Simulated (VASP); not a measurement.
Input:

```
CELL_PARAMETERS angstrom
      5.40017     0.00000     0.00000
      0.00000     5.40017     0.00000
      0.00000     0.00000     5.40017
ATOMIC_POSITIONS crystal
  Nb 0.25000 0.00000 0.50000
  Nb 0.75000 0.00000 0.50000
  Nb 0.50000 0.75000 0.00000
  Nb 0.50000 0.25000 0.00000
  Nb 0.00000 0.50000 0.75000
  Nb 0.00000 0.50000 0.25000
  Sn 0.00000 0.00000 0.00000
  Sn 0.50000 0.50000 0.50000
```

Level of theory: PBE GGA, VASP's PBE PAW potentials (set 64) (plane waves; VASP). Run with 300 eV cut-off, 5×5×5 Γ-centred mesh, Gaussian smearing of 0.10 eV, potentials Nb_sv Sn_d.

Problem. Give the energies of bands 46 to 59 at the high-symmetry points, in eV from the Fermi level.

Solution. 
```
band      Γ      X      M      R
----  -----  -----  -----  -----
46    -1.74  -1.32  -1.67  -1.24
47    -1.74  -0.98  -1.41  -1.24
48    -1.74  -0.98  -0.81  -1.24
49    -1.20  -0.87   0.10   0.10
50    -0.47  -0.87   0.10   0.10
51    -0.47  -0.73   0.14   0.10
52    -0.47  -0.73   0.24   0.10
53    -0.03  -0.37   0.24   0.11
54    -0.03  -0.37   0.59   0.11
55     2.13   1.41   0.59   0.11
56     2.25   1.41   0.59   0.11
57     2.25   2.07   0.75   0.11
58     2.25   2.08   0.93   0.11
59     3.22   2.53   1.10   2.34
```

It has no gap at this level: it comes out as a metal or semimetal.

The structure comes from a computed database's Nb3Sn entry; how it stands against other phases isn't given here. The cell was not relaxed at this level.
